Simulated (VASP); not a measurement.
Level of theory: PBE GGA with D3 dispersion (Becke-Johnson damping), VASP's PBE PAW potentials (set 64) (plane waves; VASP).

Input for VASP

File POSCAR:
```
SrTiO3
1.0
  3.9175266225   0.0000000000   0.0000000000
  0.0000000000   3.9175266225   0.0000000000
  0.0000000000   0.0000000000   3.9175266225
Sr Ti O
1 1 3
Cartesian
  1.9587633113   1.9587633113   1.9587633113
  0.0000000000   0.0000000000   0.0000000000
  1.9587633113   0.0000000000   0.0000000000
  0.0000000000   1.9587633113   0.0000000000
  0.0000000000   0.0000000000   1.9587633113
```

**INCAR**
```
ALGO = Normal
EDIFF = 1E-6
EDIFFG = -0.02
ENCUT = 520
GGA = PE
IBRION = 2
ISIF = 3
ISMEAR = 0
IVDW = 12
LASPH = .TRUE.
LCHARG = .FALSE.
LMAXMIX = 4
LREAL = .FALSE.
LWAVE = .FALSE.
NELM = 100
NSW = 60
PREC = Accurate
SIGMA = 0.05
SYSTEM = SrTiO3
```

**KPOINTS**
```
Automatic mesh
0
Gamma
5 5 5
0 0 0
```

POTCAR, in this order: Sr_sv Ti_sv O (PBE.64 set). Program: vasp_std.

Output of the run:

### OUTCAR
```
 ion  position               nearest neighbor table
   1  0.500  0.500  0.500-   3 2.77   4 2.77   5 2.77   3 2.77   4 2.77   3 2.77   5 2.77   3 2.77
                             4 2.77   5 2.77   4 2.77   5 2.77   2 3.39   2 3.39   2 3.39   2 3.39
   2  0.000  0.000  0.000-   3 1.96   4 1.96   5 1.96   5 1.96   4 1.96   3 1.96   1 3.39   1 3.39
                             1 3.39   1 3.39   1 3.39   1 3.39   1 3.39   1 3.39
   3  0.500  0.000  0.000-   2 1.96   2 1.96   1 2.77   1 2.77   1 2.77   1 2.77
   4  0.000  0.500  0.000-   2 1.96   2 1.96   1 2.77   1 2.77   1 2.77   1 2.77
   5  0.000  0.000  0.500-   2 1.96   2 1.96   1 2.77   1 2.77   1 2.77   1 2.77
  LATTYP: Found a simple cubic cell.
 ALAT       =     3.9175266225
 Subroutine PRICEL returns:
 Original cell was already a primitive cell.
 Subroutine GETGRP returns: Found 48 space group operations
The static configuration has the point symmetry O_h .
The dynamic configuration has the point symmetry O_h .
 Subroutine INISYM returns: Found 48 space group operations
 Subroutine IBZKPT returns following result:
 Found     10 irreducible k-points:

 Following reciprocal coordinates:
            Coordinates               Weight
  0.000000  0.000000  0.000000      1.000000
  0.200000  0.000000  0.000000      6.000000
  0.400000  0.000000  0.000000      6.000000
  0.200000  0.200000  0.000000     12.000000
  0.400000  0.200000  0.000000     24.000000
  0.400000  0.400000  0.000000     12.000000
  0.200000  0.200000  0.200000      8.000000
  0.400000  0.200000  0.200000     24.000000
  0.400000  0.400000  0.200000     24.000000
  0.400000  0.400000  0.400000      8.000000
   k-points           NKPTS =     10   k-points in BZ     NKDIM =     10   number of bands    NBANDS=     24
   number of dos      NEDOS =    301   number of ions     NIONS =      5
   total plane-waves  NPLWV =  27000
   dimension x,y,z NGX =    30 NGY =   30 NGZ =   30
   dimension x,y,z NGXF=    60 NGYF=   60 NGZF=   60
   ions per type =               1   1   3
   PREC   = accura    normal or accurate (medium, high low for compatibility)
   ISTART =      0    job   : 0-new  1-cont  2-samecut
   ICHARG =      2    charge: 1-file 2-atom 10-const
   ISPIN  =      1    spin polarized calculation?
   LNONCOLLINEAR =      F non collinear calculations
   LSORBIT =      F    spin-orbit coupling
   INIWAV =      1    electr: 0-lowe 1-rand  2-diag
   ENCUT  =  520.0 eV  38.22 Ry    6.18 a.u.   7.28  7.28  7.28*2*pi/ulx,y,z
   NELM   =    100;   NELMIN=  2; NELMDL= -5     # of ELM steps
   EDIFF  = 0.1E-05   stopping-criterion for ELM
   LREAL  =      F    real-space projection
   NLSPLINE    = F    spline interpolate recip. space projectors
   LMAXMIX     =    4 max onsite mixed and CHGCAR
   VOSKOWN=      0    Vosko Wilk Nusair interpolation
   EDIFFG = -.2E-01   stopping-criterion for IOM
   NSW    =     60    number of steps for IOM
   NBLOCK =      1;   KBLOCK =     60    inner block; outer block
   IBRION =      2    ionic relax: 0-MD 1-quasi-New 2-CG
   NFREE  =      1    steps in history (QN), initial steepest desc. (CG)
   ISIF   =      3    stress and relaxation
   ISYM   =      2    0-nonsym 1-usesym 2-fastsym
   TEIN   =    0.0    initial temperature
   TEBEG  =    0.0;   TEEND  =   0.0 temperature during run
   SMASS  =  -3.00    Nose mass-parameter (am)
   PSTRESS=    0.0 pullay stress
   NELECT =      40.0000    total number of electrons
   EFERMI =   0.00;   METHOD = LEGACY
   ISMEAR =     0;   SIGMA  =   0.05  broadening in eV -4-tet -1-fermi 0-gaus
   IALGO  =     38    algorithm
   LDIAG  =      T    sub-space diagonalisation (order eigenvalues)
   IMIX   =      4    mixing-type and parameters
     AMIX     =   0.40;   BMIX     =  1.00
     AMIX_MAG =   1.60;   BMIX_MAG =  1.00
     AMIN     =   0.10
   GGA     = PE    functional components
   VOSKOWN =     0    Vosko Wilk Nusair interpolation
   LHFCALC =     F    Hartree Fock is set to
   LHFONE  =     F    Hartree Fock one center treatment
...
```

OSZICAR:
```
       N       E                     dE             d eps       ncg     rms          rms(c)
DAV:   1     0.445460370791E+03    0.44546E+03   -0.21371E+04   480   0.180E+03
DAV:   2    -0.411260389587E+01   -0.44957E+03   -0.44217E+03   544   0.485E+02
DAV:   3    -0.478887842132E+02   -0.43776E+02   -0.43732E+02   576   0.153E+02
DAV:   4    -0.503650706894E+02   -0.24763E+01   -0.24747E+01   736   0.314E+01
DAV:   5    -0.504203862696E+02   -0.55316E-01   -0.55308E-01   672   0.408E+00    0.269E+01
DAV:   6    -0.401077430946E+02    0.10313E+02   -0.67401E+01   728   0.748E+01    0.161E+01
DAV:   7    -0.401571110926E+02   -0.49368E-01   -0.90984E+00   592   0.233E+01    0.105E+01
DAV:   8    -0.401934435853E+02   -0.36332E-01   -0.20662E+00   592   0.154E+01    0.306E+00
DAV:   9    -0.400921380774E+02    0.10131E+00   -0.53465E-01   592   0.728E+00    0.902E-01
DAV:  10    -0.400962633427E+02   -0.41253E-02   -0.11037E-01   656   0.241E+00    0.809E-01
DAV:  11    -0.400889080747E+02    0.73553E-02   -0.60884E-02   736   0.212E+00    0.182E-01
DAV:  12    -0.400887296016E+02    0.17847E-03   -0.25492E-03   576   0.542E-01    0.896E-02
DAV:  13    -0.400886820674E+02    0.47534E-04   -0.42494E-04   808   0.210E-01    0.541E-02
DAV:  14    -0.400886881910E+02   -0.61236E-05   -0.79666E-05   600   0.683E-02    0.183E-02
DAV:  15    -0.400886873768E+02    0.81415E-06   -0.30670E-05   648   0.670E-02    0.107E-02
DAV:  16    -0.400886869941E+02    0.38279E-06   -0.48281E-06   488   0.250E-02
   1 F= -.41403178E+02 E0= -.41403178E+02  d E =-.414032E+02
       N       E                     dE             d eps       ncg     rms          rms(c)
DAV:   1    -0.400881335175E+02    0.55386E-03   -0.16622E-01   560   0.437E+00    0.691E-01
DAV:   2    -0.400830313124E+02    0.51022E-02   -0.18214E-02   552   0.141E+00    0.244E-01
DAV:   3    -0.400822410451E+02    0.79027E-03   -0.51487E-03   592   0.477E-01    0.840E-02
DAV:   4    -0.400822679210E+02   -0.26876E-04   -0.10216E-03   648   0.173E-01    0.781E-02
DAV:   5    -0.400822981847E+02   -0.30264E-04   -0.10586E-04   800   0.987E-02    0.623E-02
DAV:   6    -0.400823312747E+02   -0.33090E-04   -0.44817E-05   648   0.381E-02    0.340E-02
DAV:   7    -0.400823551370E+02   -0.23862E-04   -0.38506E-05   752   0.371E-02    0.598E-03
DAV:   8    -0.400823574821E+02   -0.23451E-05   -0.42478E-06   504   0.128E-02    0.207E-03
DAV:   9    -0.400823579324E+02   -0.45034E-06   -0.72777E-07   272   0.697E-03
   2 F= -.41403136E+02 E0= -.41403136E+02  d E =0.428972E-04
       N       E                     dE             d eps       ncg     rms          rms(c)
DAV:   1    -0.400876634139E+02   -0.53059E-02   -0.48874E-02   552   0.238E+00    0.373E-01
DAV:   2    -0.400861912545E+02    0.14722E-02   -0.54149E-03   568   0.765E-01    0.133E-01
DAV:   3    -0.400859498052E+02    0.24145E-03   -0.15009E-03   568   0.252E-01    0.479E-02
DAV:   4    -0.400859539682E+02   -0.41631E-05   -0.32256E-04   664   0.979E-02    0.448E-02
DAV:   5    -0.400859607772E+02   -0.68090E-05   -0.29122E-05   776   0.562E-02    0.347E-02
DAV:   6    -0.400859688588E+02   -0.80816E-05   -0.17457E-05   640   0.228E-02    0.173E-02
DAV:   7    -0.400859713414E+02   -0.24826E-05   -0.91641E-06   728   0.181E-02    0.359E-03
DAV:   8    -0.400859710983E+02    0.24313E-06   -0.73938E-07   280   0.665E-03
   3 F= -.41403339E+02 E0= -.41403339E+02  d E =-.160231E-03
```

OUTCAR:
```
------------------------ aborting loop because EDIFF is reached ----------------------------------------
 Edisp (eV)   -1.31737
  FORCE on cell =-STRESS in cart. coord.  units (eV):
  Direction    XX          YY          ZZ          XY          YZ          ZX
  --------------------------------------------------------------------------------------
  Total      -0.00220    -0.00220    -0.00220    -0.00000    -0.00000     0.00000
  in kB      -0.05885    -0.05885    -0.05885    -0.00000    -0.00000     0.00000
  external pressure =       -0.06 kB  Pullay stress =        0.00 kB
  volume of cell :       59.99
      direct lattice vectors                 reciprocal lattice vectors
     3.914736662 -0.000000000  0.000000000     0.255445024  0.000000000  0.000000000
    -0.000000000  3.914736662  0.000000000     0.000000000  0.255445024  0.000000000
    -0.000000000 -0.000000000  3.914736662    -0.000000000 -0.000000000  0.255445024
 POSITION                                       TOTAL-FORCE (eV/Angst)
 -----------------------------------------------------------------------------------
      1.95737      1.95737      1.95737         0.000000     -0.000000      0.000000
      0.00000      0.00000      0.00000        -0.000000      0.000000      0.000000
      1.95737     -0.00000      0.00000        -0.000000      0.000000      0.000000
     -0.00000      1.95737      0.00000        -0.000000      0.000000      0.000000
     -0.00000     -0.00000      1.95737        -0.000000     -0.000000      0.000000
 -----------------------------------------------------------------------------------
    total drift:                               -0.000000     -0.000000      0.000000
  FREE ENERGIE OF THE ION-ELECTRON SYSTEM (eV)
  ---------------------------------------------------
  free  energy   TOTEN  =       -41.4033387018 eV

  energy  without entropy=      -41.4033387018  energy(sigma->0) =      -41.40333870

 reached required accuracy - stopping structural energy minimisation
```
(Selected blocks of OUTCAR.)

### CONTCAR
```
SrTiO3
   1.00000000000000
     3.9147366624615687   -0.0000000000000000    0.0000000000000000
    -0.0000000000000000    3.9147366624615687    0.0000000000000000
    -0.0000000000000000   -0.0000000000000000    3.9147366624615687
  Sr              Ti              O
     1     1     3
Direct
     0.5000000000000000    0.5000000000000000    0.5000000000000000
     0.0000000000000000    0.0000000000000000    0.0000000000000000
     0.5000000000000000    0.0000000000000000    0.0000000000000000
     0.0000000000000000    0.5000000000000000    0.0000000000000000
     0.0000000000000000    0.0000000000000000    0.5000000000000000
```

The structure comes from a measured SrTiO3 entry (Pm-3m) of the Crystallography Open Database, whose conditions weren't checked. This run relaxes it. Symmetry was kept, so distortions that lower it aren't found. The start is the result of an earlier pass.
